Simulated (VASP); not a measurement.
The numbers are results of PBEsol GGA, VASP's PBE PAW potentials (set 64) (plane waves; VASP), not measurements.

The input files of a VASP run:

### INCAR
```
SYSTEM = MgO
PREC = Accurate
ENCUT = 620
EDIFF = 1E-6
NELM = 100
ALGO = Normal
LREAL = .FALSE.
LASPH = .TRUE.
ISMEAR = 0
SIGMA = 0.05
GGA = PS
LWAVE = .FALSE.
LCHARG = .FALSE.
IBRION = 2
ISIF = 3
NSW = 40
EDIFFG = -0.02
PSTRESS = 50
```

File KPOINTS:
```
Automatic mesh
0
Gamma
11 11 11
0 0 0
```

File POSCAR:
```
MgO
1
    0.0000000000     2.1050000000     2.1050000000
    2.1050000000     0.0000000000     2.1050000000
    2.1050000000     2.1050000000     0.0000000000
Mg O
1 1
Direct
  0.0000000000   0.0000000000   0.0000000000
  0.5000000000   0.5000000000   0.5000000000
```

POTCAR, in this order: Mg O (PBE.64 set). Program: vasp_std.

Output

OUTCAR:
```
 ion  position               nearest neighbor table
   1  0.000  0.000  0.000-   2 2.10   2 2.10   2 2.10   2 2.10   2 2.10   2 2.10
   2  0.500  0.500  0.500-   1 2.10   1 2.10   1 2.10   1 2.10   1 2.10   1 2.10
  LATTYP: Found a face centered cubic cell.
 ALAT       =     4.2100000000
 Subroutine PRICEL returns:
 Original cell was already a primitive cell.
 Subroutine GETGRP returns: Found 48 space group operations
The static configuration has the point symmetry O_h .
The dynamic configuration has the point symmetry O_h .
 Subroutine INISYM returns: Found 48 space group operations
 Subroutine IBZKPT returns following result:
 Found     56 irreducible k-points:

 Following reciprocal coordinates:
            Coordinates               Weight
  0.000000  0.000000  0.000000      1.000000
  0.090909  0.000000  0.000000      8.000000
  0.181818  0.000000  0.000000      8.000000
  0.272727  0.000000  0.000000      8.000000
  0.363636  0.000000  0.000000      8.000000
  0.454545  0.000000  0.000000      8.000000
  0.090909  0.090909  0.000000      6.000000
  0.181818  0.090909  0.000000     24.000000
  0.272727  0.090909  0.000000     24.000000
...
```

### OSZICAR
```
       N       E                     dE             d eps       ncg     rms          rms(c)
DAV:   1     0.182395140773E+02    0.18240E+02   -0.51977E+03  1008   0.102E+03
DAV:   2    -0.134013004161E+02   -0.31641E+02   -0.30923E+02  1040   0.156E+02
DAV:   3    -0.138994967301E+02   -0.49820E+00   -0.49820E+00  1120   0.226E+01
DAV:   4    -0.139002591666E+02   -0.76244E-03   -0.76244E-03  1224   0.842E-01
DAV:   5    -0.139002601772E+02   -0.10106E-05   -0.10106E-05  1192   0.222E-02    0.666E+00
DAV:   6    -0.125556010871E+02    0.13447E+01   -0.87391E+00   896   0.207E+01    0.224E+00
DAV:   7    -0.125295377838E+02    0.26063E-01   -0.41327E-02   936   0.260E+00    0.128E+00
DAV:   8    -0.125162391476E+02    0.13299E-01   -0.20836E-02   904   0.223E+00    0.148E-01
DAV:   9    -0.125161349513E+02    0.10420E-03   -0.39090E-04  1368   0.180E-01    0.702E-02
DAV:  10    -0.125161674720E+02   -0.32521E-04   -0.49496E-05   928   0.809E-02    0.379E-03
DAV:  11    -0.125161671561E+02    0.31584E-06   -0.13962E-06   928   0.861E-03
   1 F= -.11934003E+02 E0= -.11934003E+02  d E =-.119340E+02
       N       E                     dE             d eps       ncg     rms          rms(c)
DAV:   1    -0.126066926430E+02   -0.90525E-01   -0.23772E+00   896   0.161E+01    0.248E+00
DAV:   2    -0.124996195786E+02    0.10707E+00   -0.74284E-01   896   0.645E+00    0.256E-01
DAV:   3    -0.124987392406E+02    0.88034E-03   -0.57342E-03   984   0.997E-01    0.155E-01
DAV:   4    -0.124982187118E+02    0.52053E-03   -0.58531E-04   944   0.252E-01    0.330E-02
DAV:   5    -0.124982121706E+02    0.65413E-05   -0.67699E-05   960   0.662E-02    0.803E-03
DAV:   6    -0.124982139876E+02   -0.18170E-05   -0.59374E-07   576   0.791E-03    0.522E-04
DAV:   7    -0.124982139826E+02    0.50050E-08   -0.18163E-08   488   0.158E-03
   2 F= -.11941649E+02 E0= -.11941649E+02  d E =-.764665E-02
       N       E                     dE             d eps       ncg     rms          rms(c)
DAV:   1    -0.125184098846E+02   -0.20196E-01   -0.22567E-01   896   0.490E+00    0.766E-01
DAV:   2    -0.125081927478E+02    0.10217E-01   -0.71365E-02   896   0.200E+00    0.735E-02
DAV:   3    -0.125080990880E+02    0.93660E-04   -0.51259E-04   976   0.295E-01    0.451E-02
DAV:   4    -0.125080477259E+02    0.51362E-04   -0.52277E-05   928   0.774E-02    0.972E-03
DAV:   5    -0.125080466440E+02    0.10819E-05   -0.57715E-06   952   0.191E-02    0.242E-03
DAV:   6    -0.125080461627E+02    0.48137E-06   -0.64114E-08   488   0.245E-03
   3 F= -.11943662E+02 E0= -.11943662E+02  d E =-.965921E-02
```

OUTCAR:
```
------------------------ aborting loop because EDIFF is reached ----------------------------------------
  FORCE on cell =-STRESS in cart. coord.  units (eV):
  Direction    XX          YY          ZZ          XY          YZ          ZX
  --------------------------------------------------------------------------------------
  Total        0.5646914      0.5646914      0.5646914      0.0000000      0.0000000     -0.0000000
  in kB       50.0272031     50.0272031     50.0272031      0.0000000      0.0000000     -0.0000000
  external PRESSURE =       0.0272031 kB  Pullay stress =      50.0000000 kB
  volume of cell :       18.08
      direct lattice vectors                 reciprocal lattice vectors
     0.000000000  2.083348067  2.083348067    -0.239998303  0.239998303  0.239998303
     2.083348067  0.000000000  2.083348067     0.239998303 -0.239998303  0.239998303
     2.083348067  2.083348067  0.000000000     0.239998303  0.239998303 -0.239998303
  FREE ENERGIE OF THE ION-ELECTRON SYSTEM (eV)
  ---------------------------------------------------
  free  energy   TOTEN  =       -12.5080461627 eV

  energy  without entropy=      -12.5080461627  energy(sigma->0) =      -12.50804616
  enthalpy is  TOTEN    =       -11.9436618687 eV   P V=        0.5643842940

 reached required accuracy - stopping structural energy minimisation
```
(Selected blocks of OUTCAR.)

File CONTCAR:
```
MgO
   1.00000000000000
     0.0000000000000000    2.0833480666486381    2.0833480666486381
     2.0833480666486381    0.0000000000000000    2.0833480666486381
     2.0833480666486381    2.0833480666486381    0.0000000000000000
  Mg              O
     1     1
Direct
     0.0000000000000000    0.0000000000000000    0.0000000000000000
     0.5000000000000000    0.5000000000000000    0.5000000000000000
```

Energy and stress use the plane-wave basis of the starting cell.

The compound is MgO in the rock salt structure. This run relaxes it under an external pressure of 5 GPa. Symmetry was kept, so distortions that lower it aren't found.
